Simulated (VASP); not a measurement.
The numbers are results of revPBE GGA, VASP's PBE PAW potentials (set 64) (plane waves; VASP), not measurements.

The input files of a VASP run:

**POSCAR**
```
KF
2.7748910
  0.0000000000   1.0000000166   1.0000000166
  1.0000000166   0.0000000000   1.0000000166
  1.0000000166   1.0000000166   0.0000000000
K F
1 1
Cartesian
  0.0000000000   0.0000000000   0.0000000000
  1.0000000166   1.0000000166   1.0000000166
```

### INCAR
```
EDIFF=1E-7   # SCF stop (eV)
NELM=100   # most electronic steps
ICHARG=11   # fixed density
PREC=Accurate
LASPH=T
LREAL=F   # projection in real space or not
SYSTEM=KF
LWAVE=F
ALGO=Normal   # blocked Davidson
LORBIT=11   # lm-projected
ISMEAR=0   # Gaussian
ENCUT=520   # plane-wave cut-off (eV)
GGA=RE   # revPBE
SIGMA=0.05   # width (eV)
LCHARG=F
```

File KPOINTS:
```
k-points along high-symmetry lines
15
Line-mode
Reciprocal
  0.000000   0.000000   0.000000 ! GAMMA
  0.500000   0.000000   0.500000 ! X

  0.500000   0.000000   0.500000 ! X
  0.625000   0.250000   0.625000 ! U

  0.375000   0.375000   0.750000 ! K
  0.000000   0.000000   0.000000 ! GAMMA

  0.000000   0.000000   0.000000 ! GAMMA
  0.500000   0.500000   0.500000 ! L

  0.500000   0.500000   0.500000 ! L
  0.500000   0.250000   0.750000 ! W

  0.500000   0.250000   0.750000 ! W
  0.500000   0.000000   0.500000 ! X
```

POTCAR, in this order: K_sv F (PBE.64 set). Program: vasp_std. Read from the step before: CHGCAR.

Output

### OUTCAR
```
 ion  position               nearest neighbor table
   1  0.000  0.000  0.000-   2 2.77   2 2.77   2 2.77   2 2.77   2 2.77   2 2.77
   2  0.500  0.500  0.500-   1 2.77   1 2.77   1 2.77   1 2.77   1 2.77   1 2.77
  LATTYP: Found a face centered cubic cell.
 ALAT       =     5.5497820922
 Subroutine PRICEL returns:
 Original cell was already a primitive cell.
 Subroutine GETGRP returns: Found 48 space group operations
The static configuration has the point symmetry O_h .
The dynamic configuration has the point symmetry O_h .
 Subroutine INISYM returns: Found 48 space group operations
   k-points           NKPTS =     90   k-points in BZ     NKDIM =     90   number of bands    NBANDS=     12
   number of dos      NEDOS =    301   number of ions     NIONS =      2
   total plane-waves  NPLWV =  27000
   dimension x,y,z NGX =    30 NGY =   30 NGZ =   30
   dimension x,y,z NGXF=    60 NGYF=   60 NGZF=   60
   ions per type =               1   1
   PREC   = accura    normal or accurate (medium, high low for compatibility)
   ISTART =      0    job   : 0-new  1-cont  2-samecut
   ICHARG =     11    charge: 1-file 2-atom 10-const
   ISPIN  =      1    spin polarized calculation?
   LNONCOLLINEAR =      F non collinear calculations
   LSORBIT =      F    spin-orbit coupling
   INIWAV =      1    electr: 0-lowe 1-rand  2-diag
   ENCUT  =  520.0 eV  38.22 Ry    6.18 a.u.   7.30  7.30  7.30*2*pi/ulx,y,z
   NELM   =    100;   NELMIN=  2; NELMDL= -5     # of ELM steps
   EDIFF  = 0.1E-06   stopping-criterion for ELM
   LREAL  =      F    real-space projection
   NLSPLINE    = F    spline interpolate recip. space projectors
   LMAXMIX     =    2 max onsite mixed and CHGCAR
   VOSKOWN=      0    Vosko Wilk Nusair interpolation
   EDIFFG = 0.1E-05   stopping-criterion for IOM
   NSW    =      0    number of steps for IOM
   NBLOCK =      1;   KBLOCK =      1    inner block; outer block
   IBRION =     -1    ionic relax: 0-MD 1-quasi-New 2-CG
   NFREE  =      0    steps in history (QN), initial steepest desc. (CG)
   ISIF   =      2    stress and relaxation
   ISYM   =      2    0-nonsym 1-usesym 2-fastsym
   TEIN   =    0.0    initial temperature
   TEBEG  =    0.0;   TEEND  =   0.0 temperature during run
...
```

File OSZICAR:
```
       N       E                     dE             d eps       ncg     rms          rms(c)
DAV:   1     0.112939728537E+03    0.11294E+03   -0.83318E+03  2160   0.127E+03
DAV:   2    -0.188739491240E+01   -0.11483E+03   -0.10514E+03  2680   0.318E+02
DAV:   3    -0.741649747390E+01   -0.55291E+01   -0.54906E+01  2752   0.656E+01
DAV:   4    -0.760655266930E+01   -0.19006E+00   -0.18988E+00  3544   0.104E+01
DAV:   5    -0.760835099902E+01   -0.17983E-02   -0.17983E-02  2748   0.104E+00
DAV:   6    -0.760838947079E+01   -0.38472E-04   -0.38471E-04  3276   0.972E-02
DAV:   7    -0.760838970099E+01   -0.23020E-06   -0.23035E-06  2792   0.113E-02
DAV:   8    -0.760838970339E+01   -0.24029E-08   -0.22483E-08  1976   0.108E-03
   1 F= -.76083897E+01 E0= -.76083897E+01  d E =-.958887E-21
```

OUTCAR:
```
 val. band max:       -2.8852231523   @ k =   0.0000   0.0000   0.0000

 cond. band min:       3.0267966080   @ k =   0.0000   0.0000   0.0000



 k-point     1 :       0.0000    0.0000    0.0000
  band No.  band energies     occupation
      1     -29.5128      2.00000
      2     -21.5719      2.00000
      3     -12.8022      2.00000
      4     -12.8022      2.00000
      5     -12.8022      2.00000
      6      -2.8852      2.00000
      7      -2.8852      2.00000
      8      -2.8852      2.00000
      9       3.0268      0.00000
     10       7.5654      0.00000
     11       7.5654      0.00000
     12       7.5654      0.00000

 k-point     2 :       0.0357    0.0000    0.0357
  band No.  band energies     occupation
      1     -29.5119      2.00000
      2     -21.5730      2.00000
      3     -12.8039      2.00000
      4     -12.8039      2.00000
      5     -12.8032      2.00000
      6      -2.9039      2.00000
      7      -2.8869      2.00000
      8      -2.8868      2.00000
      9       3.0702      0.00000
     10       7.5217      0.00000
     11       7.5941      0.00000
     12       7.5941      0.00000

 k-point     3 :       0.0714    0.0000    0.0714
  band No.  band energies     occupation
      1     -29.5093      2.00000
      2     -21.5751      2.00000
      3     -12.8091      2.00000
      4     -12.8091      2.00000
      5     -12.8066      2.00000
      6      -2.9557      2.00000
      7      -2.8915      2.00000
      8      -2.8915      2.00000
      9       3.1967      0.00000
     10       7.3980      0.00000
     11       7.6794      0.00000
     12       7.6794      0.00000

 k-point     4 :       0.1071    0.0000    0.1071
  band No.  band energies     occupation
      1     -29.5052      2.00000
      2     -21.5777      2.00000
      3     -12.8173      2.00000
      4     -12.8173      2.00000
      5     -12.8137      2.00000
      6      -3.0297      2.00000
      7      -2.8987      2.00000
...
```

The density is held fixed in this step, so its total energy and stress have no physical meaning.

The compound is KF in the rock salt structure. It was relaxed first, which changed the volume by +12 %.
